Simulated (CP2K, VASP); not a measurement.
The input files of a VASP run:

File KPOINTS:
```
K-points
0
gamma
6 6 6
```

INCAR:
```
# general
SYSTEM = NaH
PREC   = Accurate
ENCUT  = 300   # plane-wave cut-off (eV)
LREAL  = .FALSE.   # projection in real space or not
LASPH  = .TRUE.   # aspherical one-centre terms

# electronic loop
EDIFF  = 1E-6   # SCF stop (eV)
NELM   = 100   # most electronic steps
ALGO   = Normal   # blocked Davidson

# smearing
ISMEAR = -1
SIGMA  = 0.05

# functional
GGA    = PS

# ions
ISIF   = 2   # forces and stress, cell fixed

# output
LWAVE  = .FALSE.
LCHARG = .FALSE.
```

File POSCAR:
```
NaH
1
    0.0000000000     2.4400000000     2.4400000000
    2.4400000000     0.0000000000     2.4400000000
    2.4400000000     2.4400000000     0.0000000000
Na H
1 1
Direct
  0.0000000000   0.0000000000   0.0000000000
  0.5000000000   0.5000000000   0.5000000000
```

POTCAR, in this order: Na_pv H (PBE.64 set). Program: vasp_std.

Problem. Write an input for CP2K that does the same calculation.

Solution. One input that does it (PBEsol, GPW, DZVP-MOLOPT-SR-GTH basis, GTH-PBE potentials (GTH_POTENTIALS)):
```
&GLOBAL
  PROJECT bulk
  RUN_TYPE ENERGY_FORCE
  PRINT_LEVEL LOW
&END GLOBAL
&FORCE_EVAL
  METHOD Quickstep
  STRESS_TENSOR ANALYTICAL
  &DFT
    BASIS_SET_FILE_NAME BASIS_MOLOPT
    POTENTIAL_FILE_NAME GTH_POTENTIALS
    &QS
      METHOD GPW
      EPS_DEFAULT 1E-10
    &END QS
    &MGRID
      CUTOFF 950
      REL_CUTOFF 40
      NGRIDS 5
    &END MGRID
    &SCF
      SCF_GUESS ATOMIC
      EPS_SCF 1E-7
      MAX_SCF 100
      ADDED_MOS 4
      &DIAGONALIZATION
        ALGORITHM STANDARD
      &END DIAGONALIZATION
      &MIXING
        METHOD BROYDEN_MIXING
        ALPHA 0.2
        NBUFFER 10
        BETA 1.5
      &END MIXING
      &SMEAR ON
        METHOD FERMI_DIRAC
        ELECTRONIC_TEMPERATURE [K] 580.23
      &END SMEAR
    &END SCF
    &KPOINTS
      SCHEME MONKHORST-PACK 6 6 6
      GAMMA_CENTERED T
    &END KPOINTS
    &XC
      &XC_FUNCTIONAL
        &PBE
          PARAMETRIZATION PBESOL
        &END PBE
      &END XC_FUNCTIONAL
    &END XC
    &PRINT
      &MO
        EIGENVALUES T
        OCCUPATION_NUMBERS T
        NDIGITS 8
        FILENAME mo
        &EACH
          QS_SCF 0
        &END EACH
        ADD_LAST NUMERIC
      &END MO
      &MULLIKEN OFF
      &END MULLIKEN
    &END PRINT
  &END DFT
  &SUBSYS
    &CELL
      ABC 3.45068100 3.45068090 3.45068111
      ALPHA_BETA_GAMMA 59.99998948 59.99999149 59.99998944
      PERIODIC XYZ
    &END CELL
    &COORD
      SCALED
      Na       0.00000000     0.00000000     0.00000000
      H        0.50000000     0.50000000     0.50000000
    &END COORD
    &KIND Na
      BASIS_SET DZVP-MOLOPT-SR-GTH-q9
      POTENTIAL GTH-PBE-q9
    &END KIND
    &KIND H
      BASIS_SET DZVP-MOLOPT-SR-GTH-q1
      POTENTIAL GTH-PBE-q1
    &END KIND
  &END SUBSYS
  &PRINT
    &FORCES ON
    &END FORCES
    &STRESS_TENSOR ON
    &END STRESS_TENSOR
  &END PRINT
&END FORCE_EVAL
```
Both inputs were run and reached self-consistency, which says nothing on mesh or cut-off. Potentials, basis and cut-offs are each code's own, so they don't translate, and total energies aren't comparable.

The structure is a typed NaH crystal (Fm-3m). The cell was not relaxed at this level, and it may have been scaled.
